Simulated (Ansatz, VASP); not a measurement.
# TiC (TiC strained to the junction's net) in two plane-wave programs

Wanted: the spread between two codes on one cell, functional and k mesh. The cell is generated by rule, not measured, and may not be a known phase. The structure shown is the end of the Ansatz relaxation below.

Program: Ansatz 0.2.0. Level of theory: plane waves, with VASP 6.6.1 beside it; PBE. Results are calculated unless marked as measured.

## Step 1: The starting structure

It takes space group R-3m (No. 166, trigonal). The conventional cell has a = 3.033 Å, b = 3.033 Å, c = 7.549 Å, α = 90.00°, β = 90.00°, γ = 120.00°. Ti has 6 C at 2.16 Å nearest. Nearest to C lie 6 Ti at 2.16 Å. Farther neighbours are not listed.

## Step 2: Ansatz: relaxation, PBE

Ansatz runs on its default PAW (the set named soft_2) files.

This run makes the geometry at which the two programs are then compared.

Input file input.yaml:

```yaml
crystal:
  lattice:
    - [3.033, 0.0, 0.0]
    - [-1.5165, 2.6266550497, 0.0]
    - [0.0, 0.0, 7.5491143216]
  atoms:
    - { symbol: Ti, position: [0.0, 0.0, 0.0] }
    - { symbol: C, position: [0.3333333333, 0.6666666667, 0.1666666667] }
    - { symbol: Ti, position: [0.6666666667, 0.3333333333, 0.3333333333] }
    - { symbol: C, position: [0.0, 0.0, 0.5] }
    - { symbol: Ti, position: [0.3333333333, 0.6666666667, 0.6666666667] }
    - { symbol: C, position: [0.6666666667, 0.3333333333, 0.8333333333] }
kpoints:
  mp_grid: { grid: [12, 12, 4] }
scf:
  occupations: { method: fermi_dirac, width: 0.1 }
  max_iter: 150
hamiltonian:
  xc: pbe
relax:
  f_tol: 0.01
  max_steps: 40
  cell: { fix: [a, b, angles] }
```

The run is started by

```sh
ansatz run input.yaml --threads 4 --pin off --max-ram 12288MiB --backend cpu --events-out ev --progress --plain --runs-dir out
```

Numbers of over 12 decimals in the logs are rounded to 6 here.

What it wrote:

```text
Engine: ansatz 0.2.0, aarch64-unknown-linux-gnu
Pseudopotentials: kind: paw
Pseudopotential: Ti, paw, valence charge 12, recommended cutoff 420 eV (normal), Ti.paw.azcp
Pseudopotential: C, paw, valence charge 4, recommended cutoff 420 eV (normal), C.paw.azcp
Functional definition: PBE
  parameter kappa = 0.804
  parameter beta = 0.066725
  exchange = pbe_x(kappa = kappa, mu = beta*pi^2/3)
  correlation = pbe_c(beta = beta)
Crystal: 6 atoms, lattice volume = 60.141 Å³
Basis set: ecut = 420 eV, 1189 PW (Γ), exchange–correlation on 48×48×108 points (8 copies of the dense FFT grid, shifted against one another)
Bands: 30, of which v1, the nominal top of the filled ones, is band 24 counted from 1 (23 counted from 0)
Symmetry: 36 space group operations
Space group: R-3m (ITA 166), of the structure as read, at distance tolerance 3.9e-5 Å
k-points: 69 of 576
Non-local potential: Ti, projectors of the file, l = 0: 3, l = 1: 2, l = 2: 3, l = 3: 1
Non-local potential: C, projectors of the file, l = 0: 2, l = 1: 2, l = 2: 1
PAW form: soft (Blöchl's): semilocal exchange-correlation on the pseudo side does not see the compensation charge
PAW one-centre angular grid: Ti, 590 points (default); XC on 64 Gauss nodes
PAW one-centre angular grid: C, 110 points (default); XC on 64 Gauss nodes
Initial density: superposition of atomic densities (neutral atoms: chi_scale 0, normalization atom), corrected by the library's trained network
Initial wavefunctions: pseudopotential atomic-orbital guess
Functional: x = pbe(κ = 0.804, μ = 0.219515), c = pbe(β = 0.066725)
SCF iter   1: F=—  HF=-8256.811144 eV  |F-HF|=—  |Δ(HF+E_count)|=         —  Δρ=3.74e-3  dr2=6.14e-3  ethr=1.77e-3  ⟨swp⟩=4.0  Hψ=7627  notcnv=0
preconditioner: auto → Kerker (q_TF=auto, 2.628 Å⁻¹)  [metal: Δε(μ)=0.061 eV  Ē_g=6.828 eV  σ=0.100 eV  W_gap=0.15  n_scr=24 (ndim 8)  ℏωp=23.5 eV  f_vac=0.000  D(μ)=0.83/eV (n_scr^D=2)]
SCF iter   2: F=—  HF=-8256.809851 eV  |F-HF|=—  |Δ(HF+E_count)|=   1.29e-3  Δρ=1.77e-3  dr2=9.75e-4  ethr=1.28e-5  ⟨swp⟩=2.0  Hψ=2859  notcnv=0
SCF iter   3: F=—  HF=-8256.809869 eV  |F-HF|=—  |Δ(HF+E_count)|=   1.83e-5  Δρ=5.32e-4  dr2=1.07e-4  ethr=2.03e-6  ⟨swp⟩=2.0  Hψ=2411  notcnv=0
SCF iter   4: F=—  HF=-8256.809867 eV  |F-HF|=—  |Δ(HF+E_count)|=   1.80e-6  Δρ=8.97e-5  dr2=2.99e-6  ethr=2.23e-7  ⟨swp⟩=2.7  Hψ=2898  notcnv=0
SCF iter   5: F=—  HF=-8256.809786 eV  |F-HF|=—  |Δ(HF+E_count)|=   8.10e-5  Δρ=1.56e-5  dr2=8.25e-8  ethr=6.22e-9  ⟨swp⟩=2.2  Hψ=2679  notcnv=0
SCF iter   6: F=-8256.809786 eV  HF=-8256.809786 eV  |F-HF|=1.08e-9  |Δ(HF+E_count)|=   4.65e-8  Δρ=2.23e-6  dr2=1.40e-9  ethr=1.72e-10  ⟨swp⟩=2.3  Hψ=6567  notcnv=0
SCF 1 converged in 6 iterations: F = -8256.809786 eV  dr2 = 1.40e-9
  greatest PAW one-centre occupation: 0.999 electrons in one spin orbital (limit 2), on the Ti atom at site 4 (counted from 0), in its partial waves of l = 0
relax step   1: F+E_penalty+E_count = -8256.80978609 eV  Δ(F+E_penalty+E_count) = +0.000e0 eV  max|allowed force component| = 1.344e-25 eV/Å  Δτ_max = 0.0000 Å  P = +3.743 GPa  Ω = 60.141 Å³  fix = [a, b, alpha, beta, gamma]  reactions: a +5.616, b +5.616 GPa  (6 SCF iters, dr2 threshold 1.00e-7 eV, accepted)
Initial density: handed on by an earlier stage of this run
Initial wavefunctions: pseudopotential atomic-orbital guess (no wavefunctions were taken with the density)
iter 1 solved again at ethr=3.09e-8 eV; its pass at ethr=3.10e-3 eV (dr2=1.48e-5 eV) is discarded
SCF iter   1: F=—  HF=-8256.809855 eV  |F-HF|=—  |Δ(HF+E_count)|=         —  Δρ=2.16e-6  dr2=1.24e-9  ethr=3.09e-8  ⟨swp⟩=3.2  Hψ=12246  notcnv=0
eigensolver tolerance schedule: the retry pair's looser diagonalisation over-reported the residual by 12009.42 of it (diagonalisation noise at 0.14 of the residual, at the tolerance the schedule requests for it); recorded, not acted on — ethr = c·dr2/N_el stays at c = 1.0e-1
preconditioner: auto → Kerker (q_TF=auto, 2.628 Å⁻¹)  [metal: Δε(μ)=0.057 eV  Ē_g=6.850 eV  σ=0.100 eV  W_gap=0.14  n_scr=24 (ndim 8)  ℏωp=23.5 eV  f_vac=0.000  D(μ)=0.81/eV (n_scr^D=2)]
SCF iter   2: F=—  HF=-8256.809786 eV  |F-HF|=—  |Δ(HF+E_count)|=   6.85e-5  Δρ=1.44e-6  dr2=5.38e-10  ethr=2.57e-12  ⟨swp⟩=3.1  Hψ=4231  notcnv=0
SCF iter   3: F=—  HF=-8256.809786 eV  |F-HF|=—  |Δ(HF+E_count)|=  5.98e-10  Δρ=5.52e-7  dr2=1.23e-10  ethr=1.12e-12  ⟨swp⟩=3.0  Hψ=4178  notcnv=0
SCF iter   4: F=-8256.809786 eV  HF=-8256.809786 eV  |F-HF|=1.82e-12  |Δ(HF+E_count)|=  1.82e-12  Δρ=2.48e-7  dr2=1.47e-11  ethr=1.00e-12  ⟨swp⟩=4.0  Hψ=6209  notcnv=0
SCF 2 converged in 4 iterations: F = -8256.809786 eV  dr2 = 1.47e-11
relax step   2: F+E_penalty+E_count = -8256.80978609 eV  Δ(F+E_penalty+E_count) = -2.801e-10 eV  max|allowed force component| = 4.658e-28 eV/Å  Δτ_max = 0.0000 Å  P = +3.743 GPa  Ω = 60.141 Å³  fix = [a, b, alpha, beta, gamma]  reactions: a +5.616, b +5.616 GPa  stress off target by 3.92e-3 GPa on what of the cell is left free  SCF on the basis re-selected at this cell (its energy is not comparable with the rows above)  (4 SCF iters)
basis re-selected at this cell: Δ(F+E_penalty+E_count) = -2.801e-10 eV, ΔP = +0.000 GPa vs the last step (what re-selecting the basis moved, of the pressure what is left beyond the Pulay correction that the steps carried, after the strain that the cell walked since its last selection, with what the two solves' SCF thresholds leave and, on support functions, any second-order correction that the steps lacked; it is no  [...]
SCF converged after 4 iterations
Free energy (F): -8256.809786 eV
Harris-Foulkes:  -8256.809786 eV  (|F-HF|=1.82e-12)
Internal energy: -8256.781257 eV  (E = F + TS)
E sigma→0 (E₀):  -8256.795521 eV
Entropy (-TS):   -0.028529 eV (-4.755 meV/atom)
Fermi energy:    14.932360 eV
--- Per-component energies (eV) ---
  E_band       = -321.516825
  E_kinetic    = 1089.516981
  E_local      = -2302.222071  (includes V_loc(G=0)·N_el)
  E_nonlocal   = 96.076973
  E_hartree    = 937.246271
  E_xc         = -442.994506
  E_vxc        = -553.291112  (∫ρ·V_xc dr)
  E_paw        = -3436.008958  (= ΣΔE_a)
  E_vpaw       = -526.090606  (= ΣTr[D̂ρ^β])
  E_aug_tail   = 0.000461  (compensation charges beyond the density's cutoff)
  E_ewald      = -4198.396408
  E_smearing   = -0.028529  (= −TS)
  E_closure    = 0.000000  (closes the sum)
  Σ components = -8256.809786   (vs F -8256.809786, Δ=0.00e0)
--- Forces (eV/Å), atoms counted from 1 ---
  atom   1  Ti    -0.00000000     0.00000000     0.00000000
  atom   2  C      0.00000000    -0.00000000     0.00000000
  atom   3  Ti    -0.00000000     0.00000000     0.00000000
  atom   4  C     -0.00000000     0.00000000     0.00000000
  atom   5  Ti    -0.00000000    -0.00000000     0.00000000
  atom   6  C      0.00000000    -0.00000000     0.00000000
  max |Σ_I F_I| component: 6.30e-28 eV/Å
--- Stress (GPa, compression-positive) ---
        5.616378      -0.000000      -0.000000
       -0.000000       5.616378      -0.000000
       -0.000000      -0.000000      -0.003922
  P = ⅓ Tr σ = 3.7429 GPa (37.429 kbar)
--- Relaxed structure (1 steps of the walk, 1 accepted, 1 SCFs on fresh bases) ---
  F+E_penalty+E_count = -8256.80978609 eV   max|allowed force component| = 4.658e-28 eV/Å   (the final SCF, on the basis selected at the relaxed cell)
  cell:  # Å, volume = 60.1411 Å³
    - [3.033000, 0.0, 0.0]
    - [-1.516500, 2.626655, 0.0]
    - [0.0, 0.0, 7.5491143216]
  atoms:
    - { symbol: Ti, position: [0.0, 0.0, 0.0] }
    - { symbol: C, position: [0.333333, 0.666667, 0.166667] }
    - { symbol: Ti, position: [0.666667, 0.333333, 0.333333] }
    - { symbol: C, position: [0.0, 0.0, 0.500000] }
    - { symbol: Ti, position: [0.333333, 0.666667, 0.666667] }
    - { symbol: C, position: [0.666667, 0.333333, 0.833333] }
```

## Step 3: VASP: single point, PBE

The same cell, functional, mesh and smearing now go to VASP, with its own data sets.

Lines of VASP's logs that name or quote its potential files are left out, and so is its time.

Input file INCAR:

```
SYSTEM = TiC
PREC = Accurate
ENCUT = 600
EDIFF = 1E-06
NELM = 120
ISMEAR = -1
SIGMA = 0.1
LREAL = .FALSE.
ALGO = Normal
GGA = PE
NBANDS = 30
LASPH = .TRUE.
LORBIT = 11
LWAVE = .FALSE.
LCHARG = .FALSE.
ISIF = 2
GGA_COMPAT = .FALSE.
KPAR = 2
```

Input file POSCAR:

```
TiC
1.0
    3.0330000000      0.0000000000      0.0000000000
   -1.5165000000      2.6266550497      0.0000000000
    0.0000000000      0.0000000000      7.5491143216
Ti C
3 3
Direct
    0.0000000000      1.0000000000      1.0000000000
    0.6666666667      0.3333333333      0.3333333333
    0.3333333333      0.6666666667      0.6666666667
    0.3333333333      0.6666666667      0.1666666667
    0.0000000000      1.0000000000      0.5000000000
    0.6666666667      0.3333333333      0.8333333333
```

Input file KPOINTS:

```
Automatic mesh
0
Gamma
12 12 4
0 0 0
```

Potentials, in the order of the species: Ti_sv and C (PBE family, release 64).

The run is started by

```sh
mpirun -np 2 vasp_std
```

What it wrote:

```text
[banner, memory and clock lines left out]
running    2 mpi-ranks, on    1 nodes
 distrk:  each k-point on    1 cores,    2 groups
 distr:  one band on    1 cores,    1 groups

 POSCAR found type information on POSCAR TiC
 POSCAR found :  2 types and       6 ions
 LDA part: xc-table for (Slater+PW92), standard interpolation
 POSCAR, INCAR and KPOINTS ok, starting setup
 FFT: planning ... GRIDC
 FFT: planning ... GRID_SOFT
 FFT: planning ... GRID
 WAVECAR not read
 entering main loop
       N       E                     dE             d eps       ncg     rms          rms(c)
DAV:   1     0.627426782831E+03    0.62743E+03   -0.25978E+04  4140   0.217E+03
DAV:   2     0.240410364279E+02   -0.60339E+03   -0.58559E+03  4146   0.604E+02
DAV:   3    -0.663303647458E+02   -0.90371E+02   -0.87170E+02  7044   0.189E+02
DAV:   4    -0.725522231780E+02   -0.62219E+01   -0.61937E+01  6126   0.477E+01
DAV:   5    -0.728287374387E+02   -0.27651E+00   -0.27631E+00  6190   0.916E+00    0.321E+01
DAV:   6    -0.575482364523E+02    0.15281E+02   -0.14177E+02  5808   0.848E+01    0.113E+01
DAV:   7    -0.561300678133E+02    0.14182E+01   -0.20600E+01  5776   0.310E+01    0.732E+00
DAV:   8    -0.561293263347E+02    0.74148E-03   -0.16405E+00  5668   0.105E+01    0.153E+00
DAV:   9    -0.561163634153E+02    0.12963E-01   -0.25527E-01  5948   0.418E+00    0.859E-01
DAV:  10    -0.561240632535E+02   -0.76998E-02   -0.50787E-02  5244   0.231E+00    0.633E-01
DAV:  11    -0.561221115977E+02    0.19517E-02   -0.13531E-02  5408   0.122E+00    0.560E-02
DAV:  12    -0.561221455094E+02   -0.33912E-04   -0.12210E-03  6476   0.257E-01    0.756E-02
DAV:  13    -0.561220922524E+02    0.53257E-04   -0.49427E-04  5838   0.158E-01    0.121E-02
DAV:  14    -0.561220914335E+02    0.81896E-06   -0.20541E-05  5936   0.323E-02    0.585E-03
DAV:  15    -0.561220912458E+02    0.18764E-06   -0.19778E-06  3870   0.101E-02
   1 F= -.56122091E+02 E0= -.56107759E+02  d E =-.286655E-01
```

Parts of OUTCAR (step 3):

```text
ion  position               nearest neighbor table
   1  0.000  0.000  0.000-   4 2.16   6 2.16   6 2.16   4 2.16   6 2.16   4 2.16
   2  0.667  0.333  0.333-   4 2.16   4 2.16   4 2.16   5 2.16   5 2.16   5 2.16
   3  0.333  0.667  0.667-   6 2.16   6 2.16   6 2.16   5 2.16   5 2.16   5 2.16
   4  0.333  0.667  0.167-   2 2.16   2 2.16   2 2.16   1 2.16   1 2.16   1 2.16
   5  0.000  0.000  0.500-   2 2.16   3 2.16   2 2.16   3 2.16   2 2.16   3 2.16
   6  0.667  0.333  0.833-   3 2.16   3 2.16   3 2.16   1 2.16   1 2.16   1 2.16

  LATTYP: Found a hexagonal cell.
 ALAT       =     3.0330000000
 C/A-ratio  =     2.4889925228

 Subroutine GETGRP returns: Found 12 space group operations
 (whereof 12 operations were pure point group operations)

The static configuration has the point symmetry D_3d.

 Found     69 irreducible k-points:

   k-points           NKPTS =     69   k-points in BZ     NKDIM =     69   number of bands    NBANDS=     30

   dimension x,y,z NGX =    24 NGY =   24 NGZ =   60
   dimension x,y,z NGXF=    48 NGYF=   48 NGZF=  120

   ENCUT  =  600.0 eV  44.10 Ry    6.64 a.u.   6.06  6.06 15.08*2*pi/ulx,y,z

   NELECT =      48.0000    total number of electrons

 k-points in reciprocal lattice and weights: Automatic mesh
   0.00000000  0.00000000  0.00000000       0.002
   0.08333333  0.00000000  0.00000000       0.010
   0.16666667  0.00000000  0.00000000       0.010
   0.25000000  0.00000000  0.00000000       0.010
   0.33333333  0.00000000  0.00000000       0.010
   0.41666667  0.00000000  0.00000000       0.010
   0.50000000  0.00000000  0.00000000       0.005
   0.08333333  0.08333333  0.00000000       0.010
   0.16666667  0.08333333  0.00000000       0.021
[...]
0.33333333  0.25000000  0.50000000       0.021
   0.33333333  0.33333333  0.50000000       0.003

 average (electrostatic) potential at core
       1 -70.9725       2 -70.9725       3 -70.9725       4 -44.2505       5 -44.2505
       6 -44.2505

 E-fermi :   9.5783

 k-point     1 :       0.0000    0.0000    0.0000
  band No.  band energies     occupation
    ...
     17       5.3578      2.00000
     18       7.2658      2.00000
     19       7.2658      2.00000
     20       7.2658      2.00000
     21       7.2658      2.00000
     22      10.1653      0.00563
     23      10.3168      0.00124
     24      10.3168      0.00124
     25      11.1716      0.00000
     26      11.3108      0.00000
    ...

 k-point     2 :       0.0833    0.0000    0.0000
  band No.  band energies     occupation
    ...
     18       7.1010      2.00000
     19       7.1499      2.00000
     20       7.3317      2.00000
     21       7.4901      2.00000
     22       9.6575      0.62360
     23       9.8051      0.18757
     24       9.9559      0.04482
     25      10.3054      0.00139
     26      10.8573      0.00001
     27      11.4867      0.00000
    ...

 k-point     3 :       0.1667    0.0000    0.0000
  band No.  band energies     occupation
    ...
     20       7.1340      2.00000
     21       7.8489      2.00000
     22       8.3005      1.99999
     23       8.8440      1.99871
     24       9.1590      1.97024
     25      10.4366      0.00037
     26      10.9144      0.00000
     27      11.1086      0.00000
     28      11.6115      0.00000
     29      12.1142      0.00000
    ...

  Total        2.1450412      2.1450412      0.0437281      0.0000000     -0.0000000     -0.0000000
  in kB       57.1445427     57.1445427      1.1649309      0.0000000     -0.0000000     -0.0000000
  external PRESSURE =      38.4846721 kB  Pullay stress =       0.0000000 kB

  energy-cutoff  :      600.00
  volume of cell :       60.14
      direct lattice vectors                 reciprocal lattice vectors
     3.033000000  0.000000000  0.000000000     0.329706561  0.190356172  0.000000000
    -1.516500000  2.626655050  0.000000000     0.000000000  0.380712344  0.000000000
     0.000000000  0.000000000  7.549114322     0.000000000  0.000000000  0.132465870

 POSITION                                       TOTAL-FORCE (eV/Angst)
 -----------------------------------------------------------------------------------
      0.00000      0.00000      0.00000        -0.000000      0.000000     -0.000000
      1.51650      0.87555      2.51637         0.000000      0.000000     -0.000000
     -0.00000      1.75110      5.03274         0.000000     -0.000000      0.000000
     -0.00000      1.75110      1.25819        -0.000000      0.000000     -0.000000
      0.00000      0.00000      3.77456         0.000000      0.000000     -0.000000
      1.51650      0.87555      6.29093         0.000000      0.000000     -0.000000
 -----------------------------------------------------------------------------------
    total drift:                                0.000000     -0.000000     -0.000000

  FREE ENERGIE OF THE ION-ELECTRON SYSTEM (eV)
  ---------------------------------------------------
  free  energy   TOTEN  =       -56.1220912458 eV

  energy  without entropy=      -56.0934257563  energy(sigma->0) =      -56.10775850

 total charge
# of ion       s       p       d       tot
------------------------------------------
    1        2.202   6.254   1.967  10.423
    2        2.202   6.254   1.967  10.423
    3        2.202   6.254   1.967  10.423
    4        0.896   1.513   0.000   2.409
    5        0.896   1.513   0.000   2.409
    6        0.896   1.513   0.000   2.409
--------------------------------------------------
tot          9.294  23.299   5.902  38.494

[... 3 further parts left out ...]
```

The run ends at a pressure of 3.85 GPa.

## Step 4: Side by side

Known differences besides the potentials themselves: the cutoff is 420 eV in Ansatz and 600 eV in VASP; Ansatz's pressure holds a Pulay correction, VASP's none. Total energies have different zeros and are not compared.

Compared:

```
      quantity  Ansatz  VASP  difference
pressure (GPa)    3.74  3.85       -0.11
```

## Step 5: Results

- difference in pressure (single point, PBE): -0.11 GPa

The difference in pressure is -0.11 GPa (single point, PBE), within the 1 GPa picked in this series as the mark of a large difference. How closely two codes agree says nothing of how well the functional describes the real material.

[Lines on the potential files, build, host, timing and source positions are cut from VASP's logs without a mark.]

[Logs are printed without paths, hosts, clocks, repeated set-up lines and the standing remarks that a program may print on its own settings, such as how far it seeks lower states.]

[Hosts, paths, dates, database ids (printed as entryN), source tags and the programs' standing remarks are cut or masked in the printed files.]
